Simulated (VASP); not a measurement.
Here is the system:

```yaml
crystal:
  lattice:
    - [-1.89782, 1.89782, 4.78028]
    - [1.89782, -1.89782, 4.78028]
    - [1.89782, 1.89782, -4.78028]
  atoms:
    - { symbol: Ti, position: [0.75000, 0.25000, 0.50000] }
    - { symbol: Ti, position: [0.00000, 0.00000, 0.00000] }
    - { symbol: O, position: [0.54168, 0.04168, 0.50000] }
    - { symbol: O, position: [0.79168, 0.79168, 0.00000] }
    - { symbol: O, position: [0.20832, 0.20832, 0.00000] }
    - { symbol: O, position: [0.95832, 0.45832, 0.50000] }
```

These are PBE GGA with D3 dispersion (Becke-Johnson damping), VASP's PBE PAW potentials (set 64) (plane waves; VASP) values and carry that method's errors. Numerical set-up: 520 eV cut-off, 9×9×9 Γ-centred mesh, tetrahedra with Blöchl corrections, potentials Ti_sv O.

Question: What does the run give for the energy per atom (σ→0)?

Answer: 
```json
{
 "energy per atom (σ→0)": "-9.198 eV/atom"
}
```

The compound is TiO2 in the anatase structure, one of several forms; rutile is the usual stable one. It was relaxed first.
